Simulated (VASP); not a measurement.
# BaCoP3 (Pm-3m) in VASP: single point with LDA

Aim: the single point of BaCoP3 with LDA.

All numbers are computed with VASP 6.6.1; they aren't measurements. Logs are shortened: lines on timing, memory, paths and dates and some standing lists are left out, and cuts for length are marked.

## Step 1: The crystal as given

The structure is cubic, space group Pm-3m (No. 221). The conventional cell has a = 4.363 Å, b = 4.363 Å, c = 4.363 Å, α = 90.00°, β = 90.00°, γ = 90.00°. Around Ba (site symmetry m-3m) lie 12 P at 3.09 Å. Co (site symmetry m-3m) is surrounded by 6 P at 2.18 Å. P (site symmetry 4/mmm) has 2 Co at 2.18 Å as nearest neighbours.

The cell was built by a generator and needn't be a form met in nature.

## Step 2: Single point, LDA

The input, INCAR:

```
SYSTEM = BaCoP3
ALGO     = Normal         ! electronic algorithm
EDIFF    = 1E-6           ! SCF threshold, eV
ENCUT    = 520            ! plane-wave cutoff, eV
GGA      = CA             ! functional
ISIF     = 2              ! what is computed and relaxed
ISMEAR   = 0              ! smearing method
LASPH    = .True.         ! aspherical terms in the spheres
LCHARG   = .True.         ! write CHGCAR
LELF     = .True.         ! ELF
LREAL    = .False.        ! projectors in reciprocal space
LVHAR    = .True.       
LWAVE    = .False.        ! write WAVECAR
NBANDS   = 25             ! bands
NELM     = 100            ! most SCF steps
PREC     = Accurate       ! precision mode
SIGMA    = 0.1351         ! smearing width, eV
```

The input, KPOINTS:

```
k-points
0
Gamma
  8 8 8
  0 0 0
```

The input, POSCAR:

```
BaCoP3
1.0
    4.3634138000      0.0000000000      0.0000000000
    0.0000000000      4.3634138000      0.0000000000
    0.0000000000      0.0000000000      4.3634138000
Ba Co P
1 1 3
Direct
    0.5000000000      0.5000000000      0.5000000000
    0.0000000000      0.0000000000      0.0000000000
    0.0000000000      0.0000000000      0.5000000000
    0.5000000000      0.0000000000      0.0000000000
    0.0000000000      0.5000000000      0.0000000000
```

Potentials or basis: VASP PAW LDA potentials, release 64 (Ba_sv, Co, P).

Launch:

```bash
> cat potpaw_LDA.64/Ba_sv/POTCAR potpaw_LDA.64/Co/POTCAR potpaw_LDA.64/P/POTCAR > POTCAR
> mpirun -np 1 vasp_std > vasp.out
```

OUTCAR:

```text
SYSTEM = BaCoP3
   EDIFF = 1E-6
   ENCUT = 520
   GGA = CA
   ISIF = 2
   ISMEAR = 0
   LASPH = .True.
   LREAL = .False.
   NELM = 100
   PREC = Accurate

 ion  position               nearest neighbor table
   1  0.500  0.500  0.500-   3 3.09   4 3.09   5 3.09   4 3.09   5 3.09   3 3.09   4 3.09   4 3.09
                             3 3.09   5 3.09   5 3.09   3 3.09   2 3.78   2 3.78   2 3.78   2 3.78
   2  0.000  0.000  0.000-   3 2.18   4 2.18   5 2.18   3 2.18   5 2.18   4 2.18   1 3.78   1 3.78
                             1 3.78   1 3.78   1 3.78   1 3.78   1 3.78   1 3.78
   3  0.000  0.000  0.500-   2 2.18   2 2.18   1 3.09   1 3.09   1 3.09   1 3.09
   4  0.500  0.000  0.000-   2 2.18   2 2.18   1 3.09   1 3.09   1 3.09   1 3.09
   5  0.000  0.500  0.000-   2 2.18   2 2.18   1 3.09   1 3.09   1 3.09   1 3.09

  LATTYP: Found a simple cubic cell.
 ALAT       =     4.3634138000

  Lattice vectors:

 A1 = (   4.3634138000,   0.0000000000,   0.0000000000)
 A2 = (   0.0000000000,   4.3634138000,   0.0000000000)
 A3 = (   0.0000000000,   0.0000000000,   4.3634138000)

Analysis of symmetry for initial positions (statically):
=====================================================================
 Subroutine PRICEL returns:
 Original cell was already a primitive cell.

 Routine SETGRP: Setting up the symmetry group for a
 simple cubic supercell.

 Subroutine GETGRP returns: Found 48 space group operations
 (whereof 48 operations were pure point group operations)
 out of a pool of 48 trial point group operations.

The static configuration has the point symmetry O_h .

Analysis of symmetry for dynamics (positions and initial velocities):
=====================================================================
 Subroutine PRICEL returns:
 Original cell was already a primitive cell.

 Routine SETGRP: Setting up the symmetry group for a
 simple cubic supercell.

 Subroutine GETGRP returns: Found 48 space group operations
 (whereof 48 operations were pure point group operations)
 out of a pool of 48 trial point group operations.

The dynamic configuration has the point symmetry O_h .

 Subroutine INISYM returns: Found 48 space group operations
 (whereof 48 operations are pure point group operations),
 and found     1 'primitive' translations

----------------------------------------------------------------------------------------

                                     Primitive cell

  volume of cell :      83.0767

  direct lattice vectors                    reciprocal lattice vectors
     4.363413800  0.000000000  0.000000000     0.229178356  0.000000000  0.000000000
     0.000000000  4.363413800  0.000000000     0.000000000  0.229178356  0.000000000
     0.000000000  0.000000000  4.363413800     0.000000000  0.000000000  0.229178356

  length of vectors
     4.363413800  4.363413800  4.363413800     0.229178356  0.229178356  0.229178356

  position of ions in fractional coordinates (direct lattice)
     0.500000000  0.500000000  0.500000000
     0.000000000  0.000000000  0.000000000
     0.000000000  0.000000000  0.500000000
     0.500000000  0.000000000  0.000000000
     0.000000000  0.500000000  0.000000000

  ion indices of the primitive-cell ions
   primitive index   ion index
                 1           1
                 2           2
                 3           3
                 4           4
                 5           5

----------------------------------------------------------------------------------------

 KPOINTS: k-points

Automatic generation of k-mesh.
 Grid dimensions read from file:
 generate k-points for:    8    8    8

 Generating k-lattice:

  Cartesian coordinates                     Fractional coordinates (reciprocal lattice)
     0.028647294  0.000000000  0.000000000     0.125000000  0.000000000  0.000000000
     0.000000000  0.028647294  0.000000000     0.000000000  0.125000000  0.000000000
     0.000000000  0.000000000  0.028647294     0.000000000  0.000000000  0.125000000

  Length of vectors
     0.028647294  0.028647294  0.028647294

  Shift w.r.t. Gamma in fractional coordinates (k-lattice)
     0.000000000  0.000000000  0.000000000

 Subroutine IBZKPT returns following result:
 ===========================================

 Found     35 irreducible k-points:

 Following reciprocal coordinates:
            Coordinates               Weight
  0.000000  0.000000  0.000000      1.000000
  0.125000  0.000000  0.000000      6.000000
  0.250000  0.000000  0.000000      6.000000
  0.375000  0.000000  0.000000      6.000000
  0.500000  0.000000  0.000000      3.000000
  0.125000  0.125000  0.000000     12.000000
[... 16 lines left out ...]
  0.375000  0.375000  0.125000     24.000000
  0.500000  0.375000  0.125000     24.000000
 [... further k-points ...]
   k-points           NKPTS =     35   k-points in BZ     NKDIM =     35   number of bands    NBANDS=     25
   number of dos      NEDOS =    301   number of ions     NIONS =      5
   total plane-waves  NPLWV =  32768
   dimension x,y,z NGX =    32 NGY =   32 NGZ =   32
   dimension x,y,z NGXF=    64 NGYF=   64 NGZF=   64
   ions per type =               1   1   3
   NGX,Y,Z   is equivalent  to a cutoff of  12.19, 12.19, 12.19 a.u.
   NGXF,Y,Z  is equivalent  to a cutoff of  24.38, 24.38, 24.38 a.u.
 SYSTEM =  BaCoP3
   PREC   = accura    normal or accurate (medium, high low for compatibility)
   ISTART =      0    job   : 0-new  1-cont  2-samecut
   ICHARG =      2    charge: 1-file 2-atom 10-const
   ISPIN  =      1    spin polarized calculation?
   LNONCOLLINEAR =      F non collinear calculations
   LSORBIT =      F    spin-orbit coupling
   LASPH  =      T    aspherical Exc in radial PAW
   ENCUT  =  520.0 eV  38.22 Ry    6.18 a.u.   8.11  8.11  8.11*2*pi/ulx,y,z
   NELM   =    100;   NELMIN=  2; NELMDL= -5     # of ELM steps
   EDIFF  = 0.1E-05   stopping-criterion for ELM
   LREAL  =      F    real-space projection
   EDIFFG = 0.1E-04   stopping-criterion for IOM
   NSW    =      0    number of steps for IOM
   IBRION =     -1    ionic relax: 0-MD 1-quasi-New 2-CG
   NFREE  =      0    steps in history (QN), initial steepest desc. (CG)
   ISIF   =      2    stress and relaxation
   ISYM   =      2    0-nonsym 1-usesym 2-fastsym
   POTIM  = 0.5000    time-step for ionic-motion
   TEBEG  =    0.0;   TEEND  =   0.0 temperature during run
   PSTRESS=    0.0 pullay stress
   NELECT =      34.0000    total number of electrons
   NUPDOWN=      -1.0000    fix difference up-down
   EMIN   =  10.00;   EMAX   =-10.00  energy-range for DOS
   EFERMI =   0.00;   METHOD = LEGACY
   ISMEAR =     0;   SIGMA  =   0.14  broadening in eV -4-tet -1-fermi 0-gaus
   EFERMI_NEDOS =   21; number of points for ismear=-14 and -15
   IALGO  =     38    algorithm
   IMIX   =      4    mixing-type and parameters
     AMIX     =   0.40;   BMIX     =  1.00
     AMIX_MAG =   1.60;   BMIX_MAG =  1.00
  volume/ion in A,a.u.               =      16.62       112.13
  Fermi-wavevector in a.u.,A,eV,Ry     =   1.215462  2.296890 20.100540  1.477348
  Thomas-Fermi vector in A             =   2.350848
   LORBIT       =      0    0 simple, 1 ext, 2 COOP (PROOUT), +10 PAW based schemes
   GGA     = CA    functional components
   LHFCALC =     F    Hartree Fock is set to
   AEXX    =    0.0000 exact exchange contribution
   IVDW    =     0    specifies the selected vdW correction
   LEPSILON=     F    determine dielectric tensor
   LRPA    =     F    only Hartree local field effects (RPA)
 non-spin polarized calculation
 Gauss-broadening in eV      SIGMA  =   0.14
  energy-cutoff  :      520.00
  volume of cell :       83.08
 maximum number of plane-waves:      2272
   NGX = 17   NGY = 17   NGZ = 17

 number of electron      34.0000006 magnetization

 Free energy of the ion-electron system (eV)
  ---------------------------------------------------
  ext. energy  EPLUGINS =         0.00000000
  ---------------------------------------------------
  free energy    TOTEN  =       -28.97895668 eV

  energy without entropy =      -28.91974841  energy(sigma->0) =      -28.94935255

 E-fermi :   7.4647     XC(G=0): -11.4310

 val. band max:        7.4550640168   @ k =   0.3750   0.3750   0.1250
 cond. band min:       7.4740181478   @ k =   0.3750   0.2500   0.2500
 fundamental gap:      0.0189541310
 Fermi energy:         7.4646651185

 k-point     1 :       0.0000    0.0000    0.0000
  band No.  band energies     occupation
      1     -19.1235      2.00000
      2      -5.6180      2.00000
      3      -4.6960      2.00000
      4      -4.6960      2.00000
      5      -4.6960      2.00000
      6      -1.9672      2.00000
[... 17 lines left out ...]
     24      10.1255      0.00000
     25      10.8093      0.00000

 k-point     2 :       0.1250    0.0000    0.0000
  band No.  band energies     occupation
      1     -19.1176      2.00000
      2      -5.8422      2.00000
      3      -4.6771      2.00000
      4      -4.6771      2.00000
      5      -4.4897      2.00000
      6      -1.9327      2.00000
[... 17 lines left out ...]
     24      10.8111      0.00000
     25      10.8330      0.00000

 k-point     3 :       0.2500    0.0000    0.0000
  band No.  band energies     occupation
      1     -19.1032      2.00000
      2      -6.2292      2.00000
      3      -4.6306      2.00000
      4      -4.6306      2.00000
      5      -4.0722      2.00000
      6      -1.8948      2.00000
[... 552 lines left out ...]
 k-point    23 :       0.3750    0.3750    0.1250
  band No.  band energies     occupation
      1     -19.0532      2.00000
      2      -5.9394      2.00000
      3      -5.5957      2.00000
      4      -4.6243      2.00000
      5      -3.2868      2.00000
      6      -2.1253      2.00000
[... 17 lines left out ...]
     24      13.7361      0.00000
     25      14.1652      0.00000

 k-point    24 :       0.5000    0.3750    0.1250
  band No.  band energies     occupation
      1     -19.0479      2.00000
      2      -5.9001      2.00000
      3      -5.6048      2.00000
      4      -4.5913      2.00000
      5      -3.5036      2.00000
      6      -1.8933      2.00000
[... 17 lines left out ...]
     24      13.6955      0.00000
     25      14.6842      0.00000

 [... further k-points ...]

------------------------ aborting loop because EDIFF is reached ----------------------------------------

  FORCE on cell =-STRESS in cart. coord.  units (eV):
  Direction    XX          YY          ZZ          XY          YZ          ZX
  --------------------------------------------------------------------------------------
  -------------------------------------------------------------------------------------
  Total        6.7282277      6.7282277      6.7282277     -0.0000000     -0.0000000      0.0000000
  in kB      129.7573770    129.7573770    129.7573770     -0.0000000     -0.0000000      0.0000000
  external PRESSURE =     129.7573770 kB  Pullay stress =       0.0000000 kB

 VOLUME and BASIS-vectors are now :
 -----------------------------------------------------------------------------
  energy-cutoff  :      520.00
  volume of cell :       83.08
      direct lattice vectors                 reciprocal lattice vectors
     4.363413800  0.000000000  0.000000000     0.229178356  0.000000000  0.000000000
     0.000000000  4.363413800  0.000000000     0.000000000  0.229178356  0.000000000
     0.000000000  0.000000000  4.363413800     0.000000000  0.000000000  0.229178356

 POSITION                                       TOTAL-FORCE (eV/Angst)
 -----------------------------------------------------------------------------------
      2.18171      2.18171      2.18171         0.000000      0.000000      0.000000
      0.00000      0.00000      0.00000         0.000000      0.000000      0.000000
      0.00000      0.00000      2.18171         0.000000      0.000000      0.000000
      2.18171      0.00000      0.00000         0.000000      0.000000      0.000000
      0.00000      2.18171      0.00000         0.000000      0.000000      0.000000
 -----------------------------------------------------------------------------------
    total drift:                                0.000000      0.000000     -0.000000

  FREE ENERGIE OF THE ION-ELECTRON SYSTEM (eV)
  ---------------------------------------------------
  free  energy   TOTEN  =       -28.9789566778 eV

  energy  without entropy=      -28.9197484131  energy(sigma->0) =      -28.94935255
```

Run time: 47 s. Hardware: 1 thread of Intel Xeon Platinum 8259CL at 2.50GHz (Skylake/Cascade Lake), shared host; peak memory 0.2 GiB.

What came out:

```
Free energy            : -28.9790 eV
Pressure               : 13.0 GPa
Band gap on the k mesh : none (metal or under the smearing width)
```

The run has no spin-orbit coupling, so splittings on Ba are missing. Spin polarisation is off, so any magnetic state and its effect on volume and gap are missing.
